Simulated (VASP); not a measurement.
Calculation: MS2 meta-GGA, VASP's PBE PAW potentials (set 64) (plane waves; VASP 6.6.1).

VASP ran on this input.

File KPOINTS:
```
Automatic
0
Gamma
  6 6 6
0 0 0
```

**INCAR**
```
ISMEAR=-5   ! tetrahedra, Bloechl
EDIFF=1E-7
PREC=Accurate
LMIXTAU=.TRUE.
LCHARG=.FALSE.
LMAXMIX=4
ISIF=2
LEFG=.TRUE.
LWAVE=.FALSE.
LORBIT=11   ! lm-projected
ENCUT=520
LASPH=.TRUE.   ! aspherical one-centre terms
ALGO=Normal
NELM=100
SYSTEM=KZnF3
NEDOS=601
LREAL=.FALSE.   ! projection in real space or not
METAGGA=MS2
```

### POSCAR
```
KZnF3
1
    4.0549602813     0.0000000000     0.0000000000
   -0.0000000000     4.0549602813     0.0000000000
   -0.0000000000    -0.0000000000     4.0549602813
K Zn F
1 1 3
Direct
  0.0000000000   0.0000000000   0.0000000000
  0.5000000000   0.5000000000   0.5000000000
  0.5000000000   0.0000000000   0.5000000000
  0.0000000000   0.5000000000   0.5000000000
  0.5000000000   0.5000000000   0.0000000000
```

KPOINTS_OPT:
```
k-points along high-symmetry lines
10
Line-mode
Reciprocal
  0.000000   0.000000   0.000000 ! GAMMA
  0.000000   0.500000   0.000000 ! X

  0.000000   0.500000   0.000000 ! X
  0.500000   0.500000   0.000000 ! M

  0.500000   0.500000   0.000000 ! M
  0.000000   0.000000   0.000000 ! GAMMA

  0.000000   0.000000   0.000000 ! GAMMA
  0.500000   0.500000   0.500000 ! R

  0.500000   0.500000   0.500000 ! R
  0.000000   0.500000   0.000000 ! X

  0.500000   0.500000   0.500000 ! R
  0.500000   0.500000   0.000000 ! M
```

POTCAR, in this order: K_sv Zn F (PBE.64 set). Program: vasp_std.

Problem. What will the output report for the number of irreducible k-points (NKPTS), largest plane-wave count, number of space-group operations, FFT grid (NGX, NGY, NGZ)?

Solution. 
The number of irreducible k-points (NKPTS) is 20, the largest plane-wave count is 1856 and the number of space-group operations comes out as 48. The FFT grid (NGX, NGY, NGZ) is 30 × 30 × 30.

The compound is KZnF3 in the cubic perovskite structure. It was relaxed first.
